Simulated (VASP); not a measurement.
Elastic constants (GPa) of a crystal from PBE GGA, VASP's PBE PAW potentials (set 64) (VASP):

```
       xx     yy     zz     yz     xz     xy
--  -----  -----  -----  -----  -----  -----
xx  265.7  139.1  139.1    0.0    0.0    0.0
yy  139.1  265.7  139.1    0.0    0.0    0.0
zz  139.1  139.1  265.7    0.0    0.0    0.0
yz    0.0    0.0    0.0  143.8    0.0    0.0
xz    0.0    0.0    0.0    0.0  143.8    0.0
xy    0.0    0.0    0.0    0.0    0.0  143.8
```

Finite-difference elastic constants of metals are sensitive to mesh and smearing; shear constants can be off by tens of GPa.

Problem. Work out the Voigt, Reuss and Hill moduli, Young's modulus and Poisson's ratio.

Solution. All eigenvalues are positive (smallest 126.6 GPa), so the crystal is stable. K_V = (C11+C22+C33+2(C12+C13+C23))/9 = (797.1 + 2×417.3)/9 = 181.3 GPa; G_V = (797.1 − 417.3 + 3×431.4)/15 = 111.6 GPa. From the compliances, K_R = 181.3 GPa and G_R = 95.3 GPa. Hill: K = 181.3 GPa, G = 103.5 GPa, E = 9KG/(3K+G) = 260.8 GPa, ν = (3K−2G)/(2(3K+G)) = 0.260. K/G = 1.75, above Pugh's 1.75; universal anisotropy A^U = 0.85.

Problem. With a density of 5.83 g/cm³, what are the mean sound speeds?

Solution. v_l = √((K+4G/3)/ρ) = 7.40 km/s and v_t = √(G/ρ) = 4.21 km/s. The crystal is FeAl (CsCl type), cubic.

The compound is FeAl in the CsCl type structure. It was relaxed first. The run is not spin-polarised, so no magnetic state was tried. The electron count is odd and the run is not spin-polarised, which forces a metal.
